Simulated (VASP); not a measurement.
Consider the following.

```xyz
5
Lattice="3.8238 0.0000 0.0000 0.0000 3.8238 0.0000 0.0000 0.0000 3.8238" Properties=species:S:1:pos:R:3 pbc="T T T"
Sr     0.0000     0.0000     0.0000
V      1.9119     1.9119     1.9119
O      1.9119     0.0000     1.9119
O      0.0000     1.9119     1.9119
O      1.9119     1.9119     0.0000
```

The numbers are results of r2SCAN+rVV10, VASP's PBE PAW potentials (set 64) (plane waves; VASP), not measurements. Settings: 520 eV cut-off, 9×9×9 Γ-centred mesh, tetrahedra with Blöchl corrections, potentials Sr_sv V_sv O.

The cores are frozen, which limits the accuracy of field gradients.

Give the principal components of the electric field gradient (V/Å²) and the asymmetry η at each nucleus.

```csv
atom,Vxx,Vyy,Vzz,η
Sr1,0.0,0.0,0.0,-
V2,0.0,0.0,0.0,-
O3,-15.3,-15.3,30.6,0.00
O4,-15.3,-15.3,30.6,0.00
O5,-15.3,-15.3,30.6,0.00
```

The compound is SrVO3 in the cubic perovskite structure. It was relaxed first. The run is not spin-polarised, so no magnetic state was tried.
